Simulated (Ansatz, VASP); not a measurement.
# La2O3: VASP beside Ansatz, part 2 of 3

Wanted: the spread between two codes on one cell, functional and k mesh. The cell is taken from a series of runs on this material, whose earlier steps may have relaxed, scaled, displaced or heated it; both programs get it as it stands.

VASP 6.6.1 and Ansatz 0.2.0.

So far: The starting structure; VASP: zone-centre phonons, LDA.

**2. VASP: zone-centre phonons, LDA (continued)**

Level of this step: LDA; plane waves and PAW (O, La) (VASP).

Parts of OUTCAR (step 2):

```text
ion  position               nearest neighbor table
   1  0.667  0.333  0.351-   5 2.32   5 2.32   5 2.32   4 2.37
   2  0.333  0.667  0.649-   4 2.32   4 2.32   4 2.32   5 2.37
   3  0.000  0.000  0.000-   4 2.63   5 2.63   5 2.63   4 2.63   4 2.63   5 2.63
   4  0.667  0.333  0.760-   2 2.32   2 2.32   2 2.32   1 2.37   3 2.63   3 2.63   3 2.63   5 3.56
                             5 3.56   5 3.56
   5  0.333  0.667  0.240-   1 2.32   1 2.32   1 2.32   2 2.37   3 2.63   3 2.63   3 2.63   4 3.56
                             4 3.56   4 3.56

  LATTYP: Found a hexagonal cell.
 ALAT       =     3.8601298304
 C/A-ratio  =     1.4975936241

 Subroutine GETGRP returns: Found 12 space group operations
 (whereof 12 operations were pure point group operations)

The static configuration has the point symmetry D_3d.

 Found     43 irreducible k-points:

   k-points           NKPTS =     43   k-points in BZ     NKDIM =     43   number of bands    NBANDS=     26

   dimension x,y,z NGX =    32 NGY =   32 NGZ =   48
   dimension x,y,z NGXF=    64 NGYF=   64 NGZF=   96

   ENCUT  =  600.0 eV  44.10 Ry    6.64 a.u.   7.71  7.71 11.55*2*pi/ulx,y,z

   NELECT =      40.0000    total number of electrons

 k-points in reciprocal lattice and weights: Automatic mesh
   0.00000000  0.00000000  0.00000000       0.003
   0.11111111 -0.00000000  0.00000000       0.019
   0.22222222  0.00000000  0.00000000       0.019
   0.33333333 -0.00000000  0.00000000       0.019
   0.44444444  0.00000000  0.00000000       0.019
   0.11111111  0.11111111  0.00000000       0.019
   0.22222222  0.11111111  0.00000000       0.037
   0.33333333  0.11111111  0.00000000       0.037
   0.44444444  0.11111111  0.00000000       0.019
[...]
0.33333333  0.22222222  0.50000000       0.037
   0.33333333  0.33333333  0.50000000       0.006

 average (electrostatic) potential at core
       1 -67.3761       2 -67.3761       3 -66.8534       4 -93.7144       5 -93.7144

 Eigenvectors and eigenvalues of the dynamical matrix
 ----------------------------------------------------

   1 f  =   13.851111 THz    87.029098 2PiTHz  462.023335 cm-1    57.283567 meV
             X         Y         Z           dx          dy          dz
      1.930065  1.114323  2.026728     0.000000    0.000000    0.546230
     -0.000000  2.228647  3.754178    -0.000000   -0.000000    0.546230
      0.000000  0.000000  0.000000    -0.000000   -0.000000   -0.625059
      1.930065  1.114323  4.391833     0.000000    0.000000   -0.079270
     -0.000000  2.228647  1.389072    -0.000000   -0.000000   -0.079270

   2 f  =   12.742456 THz    80.063213 2PiTHz  425.042583 cm-1    52.698540 meV
             X         Y         Z           dx          dy          dz
      1.930065  1.114323  2.026728     0.697557    0.000004   -0.000000
     -0.000000  2.228647  3.754178    -0.697557   -0.000004    0.000000
      0.000000  0.000000  0.000000     0.000000   -0.000000    0.000000
      1.930065  1.114323  4.391833     0.115819    0.000001    0.000000
     -0.000000  2.228647  1.389072    -0.115819   -0.000001    0.000000

   3 f  =   12.742456 THz    80.063213 2PiTHz  425.042583 cm-1    52.698540 meV
             X         Y         Z           dx          dy          dz
      1.930065  1.114323  2.026728    -0.000004    0.697557   -0.000000
     -0.000000  2.228647  3.754178     0.000004   -0.697557   -0.000000
      0.000000  0.000000  0.000000    -0.000000    0.000000    0.000000
      1.930065  1.114323  4.391833    -0.000001    0.115819    0.000000
     -0.000000  2.228647  1.389072     0.000001   -0.115819    0.000000

   4 f  =   12.201389 THz    76.663586 2PiTHz  406.994518 cm-1    50.460866 meV
             X         Y         Z           dx          dy          dz
      1.930065  1.114323  2.026728    -0.000000   -0.000000    0.696949
     -0.000000  2.228647  3.754178    -0.000000   -0.000000   -0.696949
      0.000000  0.000000  0.000000     0.000000    0.000000   -0.000000
      1.930065  1.114323  4.391833     0.000000    0.000000    0.119421
     -0.000000  2.228647  1.389072     0.000000    0.000000   -0.119421

   5 f  =   11.901918 THz    74.781954 2PiTHz  397.005237 cm-1    49.222354 meV
             X         Y         Z           dx          dy          dz
      1.930065  1.114323  2.026728     0.644421    0.000011    0.000000
     -0.000000  2.228647  3.754178     0.644421    0.000011   -0.000000
      0.000000  0.000000  0.000000    -0.343512   -0.000006    0.000000
      1.930065  1.114323  4.391833    -0.160380   -0.000003    0.000000
     -0.000000  2.228647  1.389072    -0.160380   -0.000003   -0.000000

   6 f  =   11.901918 THz    74.781954 2PiTHz  397.005237 cm-1    49.222354 meV
             X         Y         Z           dx          dy          dz
      1.930065  1.114323  2.026728     0.000011   -0.644421   -0.000000
     -0.000000  2.228647  3.754178     0.000011   -0.644421    0.000000
      0.000000  0.000000  0.000000    -0.000006    0.343512   -0.000000
      1.930065  1.114323  4.391833    -0.000003    0.160380   -0.000000
     -0.000000  2.228647  1.389072    -0.000003    0.160380    0.000000

   7 f  =    7.183226 THz    45.133541 2PiTHz  239.606631 cm-1    29.707423 meV
             X         Y         Z           dx          dy          dz
      1.930065  1.114323  2.026728    -0.188446    0.000000    0.000000
     -0.000000  2.228647  3.754178    -0.188446    0.000000    0.000000
      0.000000  0.000000  0.000000    -0.912316    0.000001    0.000000
      1.930065  1.114323  4.391833     0.219836   -0.000000   -0.000000
     -0.000000  2.228647  1.389072     0.219836   -0.000000   -0.000000

   8 f  =    7.183226 THz    45.133541 2PiTHz  239.606631 cm-1    29.707423 meV
             X         Y         Z           dx          dy          dz
      1.930065  1.114323  2.026728     0.000000    0.188446   -0.000000
     -0.000000  2.228647  3.754178     0.000000    0.188446   -0.000000
      0.000000  0.000000  0.000000     0.000001    0.912316   -0.000000
      1.930065  1.114323  4.391833    -0.000000   -0.219836    0.000000
     -0.000000  2.228647  1.389072    -0.000000   -0.219836    0.000000

   9 f  =    6.915574 THz    43.451832 2PiTHz  230.678712 cm-1    28.600502 meV
             X         Y         Z           dx          dy          dz
      1.930065  1.114323  2.026728    -0.000000   -0.000000   -0.390495
     -0.000000  2.228647  3.754178    -0.000000   -0.000000   -0.390495
      0.000000  0.000000  0.000000    -0.000000   -0.000000   -0.748381
      1.930065  1.114323  4.391833     0.000000    0.000000    0.259762
     -0.000000  2.228647  1.389072    -0.000000    0.000000    0.259762

  10 f  =    6.374370 THz    40.051348 2PiTHz  212.626096 cm-1    26.362264 meV
             X         Y         Z           dx          dy          dz
      1.930065  1.114323  2.026728    -0.000000    0.000000    0.119421
     -0.000000  2.228647  3.754178    -0.000000    0.000000   -0.119421
      0.000000  0.000000  0.000000    -0.000000    0.000000   -0.000000
      1.930065  1.114323  4.391833     0.000000    0.000000   -0.696949
     -0.000000  2.228647  1.389072    -0.000000    0.000000    0.696949

  11 f  =    3.456720 THz    21.719214 2PiTHz  115.303774 cm-1    14.295840 meV
             X         Y         Z           dx          dy          dz
      1.930065  1.114323  2.026728    -0.115819    0.000002   -0.000000
     -0.000000  2.228647  3.754178     0.115819   -0.000002   -0.000000
      0.000000  0.000000  0.000000     0.000000   -0.000000   -0.000000
      1.930065  1.114323  4.391833     0.697557   -0.000015   -0.000000
     -0.000000  2.228647  1.389072    -0.697557    0.000015   -0.000000

  12 f  =    3.456720 THz    21.719214 2PiTHz  115.303774 cm-1    14.295840 meV
             X         Y         Z           dx          dy          dz
      1.930065  1.114323  2.026728    -0.000002   -0.115819   -0.000000
     -0.000000  2.228647  3.754178     0.000002    0.115819   -0.000000
      0.000000  0.000000  0.000000     0.000000    0.000000    0.000000
      1.930065  1.114323  4.391833     0.000015    0.697557    0.000000
     -0.000000  2.228647  1.389072    -0.000015   -0.697557    0.000000

  13 f/i=    0.002249 THz     0.014134 2PiTHz    0.075033 cm-1     0.009303 meV
             X         Y         Z           dx          dy          dz
      1.930065  1.114323  2.026728    -0.000000    0.000000   -0.221691
     -0.000000  2.228647  3.754178    -0.000000    0.000000   -0.221691
      0.000000  0.000000  0.000000    -0.000000    0.000000   -0.221871
      1.930065  1.114323  4.391833    -0.000000    0.000000   -0.652870
     -0.000000  2.228647  1.389072    -0.000000    0.000000   -0.652870

  14 f/i=    0.009953 THz     0.062536 2PiTHz    0.331996 cm-1     0.041162 meV
             X         Y         Z           dx          dy          dz
      1.930065  1.114323  2.026728    -0.159066   -0.154623    0.000000
     -0.000000  2.228647  3.754178    -0.159066   -0.154623    0.000000
      0.000000  0.000000  0.000000    -0.159822   -0.155358    0.000000
      1.930065  1.114323  4.391833    -0.467982   -0.454911    0.000000
     -0.000000  2.228647  1.389072    -0.467982   -0.454911    0.000000

  15 f/i=    0.009953 THz     0.062536 2PiTHz    0.331996 cm-1     0.041162 meV
             X         Y         Z           dx          dy          dz
      1.930065  1.114323  2.026728     0.154623   -0.159066   -0.000000
     -0.000000  2.228647  3.754178     0.154623   -0.159066   -0.000000
      0.000000  0.000000  0.000000     0.155358   -0.159822   -0.000000
      1.930065  1.114323  4.391833     0.454911   -0.467982   -0.000000
     -0.000000  2.228647  1.389072     0.454911   -0.467982   -0.000000

 MACROSCOPIC STATIC DIELECTRIC TENSOR IONIC CONTRIBUTION
 ------------------------------------------------------
          15.913899     0.000000    -0.000000
           0.000000    15.913899     0.000000
          -0.000000     0.000000    17.277113
 ------------------------------------------------------

 ELASTIC MODULI CONTR FROM IONIC RELAXATION (kBar)
 Direction    XX          YY          ZZ          XY          YZ          ZX
 --------------------------------------------------------------------------------
 XX        -481.0117    295.7100    -56.4585      0.0000    194.1245     -0.0000
 YY         295.7100   -481.0117    -56.4585      0.0000   -194.1245     -0.0000
 ZZ         -56.4585    -56.4585   -545.4655     -0.0000      0.0000      0.0000
 XY           0.0000      0.0000     -0.0000   -388.3608      0.0000    201.0303
 YZ         194.1245   -194.1245      0.0000      0.0000   -103.3617     -0.0000
 ZX          -0.0000     -0.0000      0.0000    201.0303     -0.0000   -109.2452
 --------------------------------------------------------------------------------

 PIEZOELECTRIC TENSOR IONIC CONTR  for field in x, y, z        (C/m^2)
          XX          YY          ZZ          XY          YZ          ZX
  --------------------------------------------------------------------------------
  x     0.00000    -0.00000    -0.00000     0.00000     0.00000    -0.00000
  y     0.00000    -0.00000    -0.00000     0.00000     0.00000    -0.00000
  z     0.00000     0.00000    -0.00000    -0.00000     0.00000     0.00000
```

[end of part 2 of 3]

[Lines on the potential files, build, host, timing and source positions are cut from VASP's logs without a mark.]

[Logs are printed without paths, hosts, clocks, repeated set-up lines and the standing remarks that a program may print on its own settings, such as how far it seeks lower states.]

[Hosts, paths, dates, database ids (printed as entryN), source tags and the programs' standing remarks are cut or masked in the printed files.]
